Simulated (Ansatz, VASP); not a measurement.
# Cross-check of SnO (Romarchite) between VASP and Ansatz, part 3 of 3

Aim: how closely do two programs agree when they are given the same cell, functional and k mesh? The cell is taken from a series of runs on this material, whose earlier steps may have relaxed, scaled, displaced or heated it; both programs get it as it stands.

VASP 6.6.1 and Ansatz 0.2.0.

So far: The starting structure; Ansatz: zone-centre phonons, PBE; VASP: zone-centre phonons, PBE.

## (3) VASP: zone-centre phonons, PBE (continued)

Level of this step: PBE; plane waves and PAW (Sn_d, O) (VASP).

Numbers of over 12 decimals in the logs are rounded to 6 here.

Parts of OUTCAR (step 3):

```text
ion  position               nearest neighbor table
   1  0.500  0.000  0.228-   3 2.25   4 2.25   4 2.25   3 2.25   2 3.58   2 3.58   2 3.58   2 3.58

  LATTYP: Found a simple tetragonal cell.
 ALAT       =     3.8671176152
 C/A-ratio  =     1.3122376206

 Subroutine GETGRP returns: Found 16 space group operations
 (whereof  8 operations were pure point group operations)

The static configuration has the point symmetry D_2d.
 The point group associated with its full space group is D_4h.

 Found    168 irreducible k-points:

   k-points           NKPTS =    168   k-points in BZ     NKDIM =    168   number of bands    NBANDS=     26

   dimension x,y,z NGX =    32 NGY =   32 NGZ =   42
   dimension x,y,z NGXF=    64 NGYF=   64 NGZF=   84

   ENCUT  =  600.0 eV  44.10 Ry    6.64 a.u.   7.72  7.72 10.14*2*pi/ulx,y,z

   NELECT =      40.0000    total number of electrons

 k-points in reciprocal lattice and weights: Automatic mesh
   0.00000000  0.00000000  0.00000000       0.001
   0.08333333  0.00000000  0.00000000       0.003
   0.16666667  0.00000000  0.00000000       0.003
   0.25000000  0.00000000  0.00000000       0.003
   0.33333333  0.00000000  0.00000000       0.003
   0.41666667  0.00000000  0.00000000       0.003
   0.50000000  0.00000000  0.00000000       0.001
   0.08333333  0.08333333  0.00000000       0.003
   0.16666667  0.08333333  0.00000000       0.006
[...]
0.000000000  3.867117615  0.000000000     0.000000000  0.258590532  0.000000000
     0.000000000  0.000000000  5.074577218     0.000000000  0.000000000  0.197060751

 POSITION                                       TOTAL-FORCE (eV/Angst)
 -----------------------------------------------------------------------------------
      1.93356      0.00000      1.15895         0.000000      0.000000      0.086748
      0.00000      1.93356      3.91562        -0.000000      0.000000     -0.086748
      0.00000      0.00000      0.00000        -0.000000      0.000000      0.000000
      1.93356      1.93356      0.00000        -0.000000      0.000000      0.000000
 -----------------------------------------------------------------------------------
    total drift:                                0.000000     -0.000000      0.000000

 MACROSCOPIC STATIC DIELECTRIC TENSOR (including local field effects in DFT)
 ------------------------------------------------------
           7.284768     0.000000     0.000000
           0.000000     7.284768     0.000000
           0.000000     0.000000     6.757792
 ------------------------------------------------------

 PIEZOELECTRIC TENSOR (including local field effects)  for field in x, y, z        (C/m^2)
          XX          YY          ZZ          XY          YZ          ZX
  --------------------------------------------------------------------------------
  x     0.00000     0.00000     0.00000     0.00000     0.00000     0.00000
  y    -0.00000    -0.00000     0.00000     0.00000     0.00000     0.00000
  z     0.00000     0.00000     0.00000     0.00000     0.00000     0.00000

 BORN EFFECTIVE CHARGES (including local field effects) (in |e|, cummulative output)
 ---------------------------------------------------------------------------------
 ion    1
    1     3.03535     0.00000     0.00000
    2     0.00000     3.03535     0.00000
    3     0.00000     0.00000     2.73580
 ion    2
    1     3.03535     0.00000     0.00000
    2     0.00000     3.03535     0.00000
    3     0.00000     0.00000     2.73580
 ion    3
    1    -3.03535     0.00000     0.00000
    2     0.00000    -3.03535     0.00000
    3     0.00000     0.00000    -2.73580
 ion    4
    1    -3.03535     0.00000    -0.00000
    2     0.00000    -3.03535     0.00000
    3     0.00000     0.00000    -2.73580

 Eigenvectors and eigenvalues of the dynamical matrix
 ----------------------------------------------------

   1 f  =   12.939186 THz    81.299303 2PiTHz  431.604783 cm-1    53.512149 meV
             X         Y         Z           dx          dy          dz
      1.933559  0.000000  1.158955     0.024558   -0.020913   -0.000000
      0.000000  1.933559  3.915622    -0.024558    0.020913   -0.000000
      0.000000  0.000000  0.000000    -0.537801   -0.457963   -0.000000
      1.933559  1.933559  0.000000     0.537801    0.457963   -0.000000

   2 f  =   12.939186 THz    81.299303 2PiTHz  431.604783 cm-1    53.512149 meV
             X         Y         Z           dx          dy          dz
      1.933559  0.000000  1.158955    -0.020913   -0.024558    0.000000
      0.000000  1.933559  3.915622     0.020913    0.024558   -0.000000
      0.000000  0.000000  0.000000     0.457963   -0.537801    0.000000
      1.933559  1.933559  0.000000    -0.457963    0.537801   -0.000000

   3 f  =   11.193723 THz    70.332237 2PiTHz  373.382417 cm-1    46.293499 meV
             X         Y         Z           dx          dy          dz
      1.933559  0.000000  1.158955     0.000000    0.000000   -0.244072
      0.000000  1.933559  3.915622     0.000000    0.000000   -0.244072
      0.000000  0.000000  0.000000    -0.000000   -0.000000    0.663648
      1.933559  1.933559  0.000000     0.000000    0.000000    0.663648

   4 f  =    9.873073 THz    62.034347 2PiTHz  329.330263 cm-1    40.831730 meV
             X         Y         Z           dx          dy          dz
      1.933559  0.000000  1.158955     0.000000    0.000000    0.000000
      0.000000  1.933559  3.915622     0.000000    0.000000    0.000000
      0.000000  0.000000  0.000000    -0.000000   -0.000000    0.707107
      1.933559  1.933559  0.000000    -0.000000   -0.000000   -0.707107

   5 f  =    7.353950 THz    46.206231 2PiTHz  245.301372 cm-1    30.413480 meV
             X         Y         Z           dx          dy          dz
      1.933559  0.000000  1.158955    -0.115877    0.215710   -0.000000
      0.000000  1.933559  3.915622    -0.115877    0.215710    0.000000
      0.000000  0.000000  0.000000     0.313920   -0.584376   -0.000000
      1.933559  1.933559  0.000000     0.313920   -0.584376   -0.000000

   6 f  =    7.353950 THz    46.206231 2PiTHz  245.301372 cm-1    30.413480 meV
             X         Y         Z           dx          dy          dz
      1.933559  0.000000  1.158955     0.215710    0.115877    0.000000
      0.000000  1.933559  3.915622     0.215710    0.115877    0.000000
      0.000000  0.000000  0.000000    -0.584376   -0.313920    0.000000
      1.933559  1.933559  0.000000    -0.584376   -0.313920    0.000000

   7 f  =    6.037011 THz    37.931657 2PiTHz  201.373000 cm-1    24.967059 meV
             X         Y         Z           dx          dy          dz
      1.933559  0.000000  1.158955     0.000000    0.000000    0.707107
      0.000000  1.933559  3.915622    -0.000000    0.000000   -0.707107
      0.000000  0.000000  0.000000     0.000000    0.000000   -0.000000
      1.933559  1.933559  0.000000    -0.000000    0.000000   -0.000000

   8 f  =    3.195756 THz    20.079527 2PiTHz  106.598945 cm-1    13.216579 meV
             X         Y         Z           dx          dy          dz
      1.933559  0.000000  1.158955    -0.171276    0.685291    0.000000
      0.000000  1.933559  3.915622     0.171276   -0.685291   -0.000000
      0.000000  0.000000  0.000000    -0.007821   -0.031294    0.000000
      1.933559  1.933559  0.000000     0.007821    0.031294   -0.000000

   9 f  =    3.195756 THz    20.079527 2PiTHz  106.598945 cm-1    13.216579 meV
             X         Y         Z           dx          dy          dz
      1.933559  0.000000  1.158955     0.685291    0.171276   -0.000000
      0.000000  1.933559  3.915622    -0.685291   -0.171276    0.000000
      0.000000  0.000000  0.000000     0.031294   -0.007821    0.000000
      1.933559  1.933559  0.000000    -0.031294    0.007821    0.000000

  10 f/i=    0.006379 THz     0.040081 2PiTHz    0.212785 cm-1     0.026382 meV
             X         Y         Z           dx          dy          dz
      1.933559  0.000000  1.158955     0.000000   -0.000000   -0.663648
      0.000000  1.933559  3.915622     0.000000   -0.000000   -0.663648
      0.000000  0.000000  0.000000     0.000000   -0.000000   -0.244072
      1.933559  1.933559  0.000000     0.000000   -0.000000   -0.244072

  11 f/i=    0.012963 THz     0.081446 2PiTHz    0.432386 cm-1     0.053609 meV
             X         Y         Z           dx          dy          dz
      1.933559  0.000000  1.158955    -0.044544   -0.661859    0.000000
      0.000000  1.933559  3.915622    -0.044544   -0.661859    0.000000
      0.000000  0.000000  0.000000    -0.016443   -0.244311    0.000000
      1.933559  1.933559  0.000000    -0.016443   -0.244311    0.000000

  12 f/i=    0.012963 THz     0.081446 2PiTHz    0.432386 cm-1     0.053609 meV
             X         Y         Z           dx          dy          dz
      1.933559  0.000000  1.158955     0.661859   -0.044544    0.000000
      0.000000  1.933559  3.915622     0.661859   -0.044544    0.000000
      0.000000  0.000000  0.000000     0.244311   -0.016443    0.000000
      1.933559  1.933559  0.000000     0.244311   -0.016443    0.000000

 MACROSCOPIC STATIC DIELECTRIC TENSOR IONIC CONTRIBUTION
 ------------------------------------------------------
          14.024428    -0.000000     0.000000
          -0.000000    14.024428     0.000000
           0.000000     0.000000     4.931195
 ------------------------------------------------------

 ELASTIC MODULI CONTR FROM IONIC RELAXATION (kBar)
 Direction    XX          YY          ZZ          XY          YZ          ZX
 --------------------------------------------------------------------------------
 XX        -545.3610    -25.5487   -465.4939      0.0000     -0.0000      0.0000
 YY         -25.5487   -545.3610   -465.4939      0.0000     -0.0000      0.0000
 ZZ        -465.4939   -465.4939   -759.0853      0.0000     -0.0000      0.0000
 XY           0.0000      0.0000      0.0000      0.0000      0.0000      0.0000
 YZ          -0.0000     -0.0000     -0.0000      0.0000   -216.8463      0.0000
 ZX           0.0000      0.0000      0.0000      0.0000      0.0000   -305.6313
 --------------------------------------------------------------------------------

 PIEZOELECTRIC TENSOR IONIC CONTR  for field in x, y, z        (C/m^2)
          XX          YY          ZZ          XY          YZ          ZX
  --------------------------------------------------------------------------------
  x    -0.00000     0.00000     0.00000     0.00000    -0.00000    -0.00000
  y    -0.00000     0.00000    -0.00000     0.00000    -0.00000    -0.00000
  z    -0.00000     0.00000     0.00000     0.00000     0.00000    -0.00000
```

The gap is read on the k-mesh alone, so it is an upper bound where the band edges lie off the mesh. Energies printed during the response cycles are not total energies of the cell.

## (4) Differences

Known differences besides the potentials themselves: fixed occupations in Ansatz, narrow Gaussian smearing in VASP; VASP's response is taken on the typed mesh, Ansatz refines its own for the field response alone; the cutoff is 420 eV in Ansatz and 600 eV in VASP. Total energies have different zeros and are not compared.

Both answers:

```csv
quantity,Ansatz,VASP,difference
ε∞ xx,7.26,7.28,-0.30 %
ε∞ yy,7.26,7.28,-0.30 %
ε∞ zz,6.73,6.76,-0.34 %
Born charge of Sn1 (mean of the diagonal) (e),2.93,2.94,0.00
Born charge of O3 (mean of the diagonal) (e),-2.93,-2.94,0.00
optical mode 1 to 2 (cm⁻¹),104.8,106.6,-1.68 %
optical mode 3 (cm⁻¹),200.2,201.4,-0.58 %
optical mode 4 to 5 (cm⁻¹),241.1,245.3,-1.70 %
optical mode 6 (cm⁻¹),327.3,329.3,-0.60 %
optical mode 7 (cm⁻¹),370.6,373.4,-0.74 %
optical mode 8 to 9 (cm⁻¹),429.6,431.6,-0.46 %
```

Modes are paired by rising frequency, not by their patterns, so a pair may set unlike modes beside each other; they are those without the splitting of longitudinal modes.

## (5) Outcome

```json
{
 "r.m.s. difference of the optical zone-centre modes, each program's sorted by frequency (zone-centre phonons, PBE)": "2.6 cm⁻¹",
 "difference in optical mode 4 to 5 (zone-centre phonons, PBE)": "-1.7 %"
}
```

In words: The r.m.s. difference of the optical zone-centre modes, each program's sorted by frequency is 2.6 cm⁻¹ (zone-centre phonons, PBE). Among the rows given in per cent, the largest difference of the zone-centre phonons, PBE pair is in optical mode 4 to 5, -1.7 %. Such differences can come from data sets, numerical settings and the points named under the comparisons, not from the functional's error against experiment.

[Lines on the potential files, build, host, timing and source positions are cut from VASP's logs without a mark.]

[Logs are printed without paths, hosts, clocks, repeated set-up lines and the standing remarks that a program may print on its own settings, such as how far it seeks lower states.]

[Hosts, paths, dates, database ids (printed as entryN), source tags and the programs' standing remarks are cut or masked in the printed files.]
